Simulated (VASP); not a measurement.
Method: LDA (Ceperley-Alder, Perdew-Zunger), VASP's LDA PAW potentials (set 64) (plane waves; VASP).

VASP ran on this input.

**POSCAR**
```
RbAu5
1
    5.8182200000     0.0000000000     0.0000000000
   -2.9091100000     5.0387260000     0.0000000000
    0.0000000000     0.0000000000     4.5008300000
Rb Au
1 5
Direct
  0.0000000000   0.0000000000   0.0000000000
  0.6666670000   0.3333330000   0.0000000000
  0.3333330000   0.6666670000   0.0000000000
  0.5000000000   0.0000000000   0.5000000000
  0.5000000000   0.5000000000   0.5000000000
  0.0000000000   0.5000000000   0.5000000000
```

File KPOINTS:
```
Automatic mesh
0
Gamma
5 5 6
0 0 0
```

**INCAR**
```
# general
SYSTEM  = RbAu5
PREC    = Accurate
ENCUT   = 300
LREAL   = .False.   # projection in real space or not
LASPH   = .True.   # aspherical one-centre terms

# electronic loop
EDIFF   = 1E-6
NELM    = 100   # most electronic steps
ALGO    = Normal   # blocked Davidson
LMAXMIX = 6   # l cut-off of mixed one-centre charges

# smearing
ISMEAR  = -1
SIGMA   = 0.1   # width (eV)

# ions
ISIF    = 2   # forces and stress, cell fixed

# output
LWAVE   = .False.
LCHARG  = .False.
```

POTCAR, in this order: Rb_sv Au (LDA.64 set). Program: vasp_std.

At this cut-off the stress carries a Pulay error, which pulls relaxed volumes low. Unless said otherwise, spin-orbit coupling is left out, though it shifts the bands of the heavy elements here.

Problem. Estimate the energy per atom (σ→0), pressure, band gap (on the k-mesh).

Solution. 
```
Item                                                         Value
------------------------  ----------------------------------------
energy per atom (σ→0)                               -4.025 eV/atom
band gap (on the k-mesh)  none (metal, semimetal or under 0.01 eV)
pressure                                                 -6.50 GPa
```

File OSZICAR:
```
...
DAV:   7    -0.241979935189E+02    0.53815E-01   -0.24877E-01  1752   0.293E+00    0.577E+00
DAV:   8    -0.241739564710E+02    0.24037E-01   -0.26404E-02  1662   0.149E+00    0.479E-01
DAV:   9    -0.241732326763E+02    0.72379E-03   -0.32682E-03  1728   0.632E-01    0.750E-02
DAV:  10    -0.241732488104E+02   -0.16134E-04   -0.33965E-04  1924   0.103E-01    0.374E-02
DAV:  11    -0.241732487479E+02    0.62498E-07   -0.67382E-05  1806   0.787E-02    0.172E-02
DAV:  12    -0.241732481124E+02    0.63553E-06   -0.10190E-05  1686   0.370E-02    0.416E-03
DAV:  13    -0.241732480843E+02    0.28131E-07   -0.17397E-06  1202   0.813E-03
   1 F= -.24173248E+02 E0= -.24150678E+02  d E =-.451403E-01
```

The structure comes from a computed database's RbAu5 entry (P6/mmm); how it stands against other phases isn't given here. The cell was not relaxed at this level. The run is one of a series of settings (GGA removed, POTCAR Rb_sv Au (LDA.64 set) against the base run), some of them coarse on purpose.
